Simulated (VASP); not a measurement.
A run of VASP 6.6.1:

File INCAR:

```
PREC = Accurate
ENCUT = 450
EDIFF = 1E-7
ISMEAR = 0
SIGMA = 0.02
LREAL = False
LASPH = True
NELM = 80
ALGO = Normal
ISIF = 2
LWAVE = False
LCHARG = True
GGA = PE
LELF = True
LVHAR = True
```

Contents of KPOINTS:

```
regular mesh
0
Gamma
  5 5 5
```

POSCAR

```
Cd3Se
1.0
   -2.0409530000      2.0409530000      6.0870800000
    2.0409530000     -2.0409530000      6.0870800000
    2.0409530000      2.0409530000     -6.0870800000
Cd Se
3 1
Direct
    0.5000000000      0.5000000000      0.0000000000
    0.2500000000      0.7500000000      0.5000000000
    0.7500000000      0.2500000000      0.5000000000
    0.0000000000      0.0000000000      0.0000000000
```

Potentials or basis: VASP PAW PBE potentials, release 64 (Cd_GW, Se_GW).

Run with:

```console
$ cat potpaw_PBE.64/Cd_GW/POTCAR potpaw_PBE.64/Se_GW/POTCAR > POTCAR
$ mpirun -np 1 vasp_std > vasp.out
```

Hardware: 1 thread of Intel(R) Xeon(R) 6975P-C (Granite Rapids), with other jobs on the host.

Question: How long does it take, and how much memory?

Answer: Run time: 47 s on 1 thread of Intel(R) Xeon(R) 6975P-C (Granite Rapids) (shared host), peak memory 0.34 GiB. Counts: scf iterations 16, k points 18.
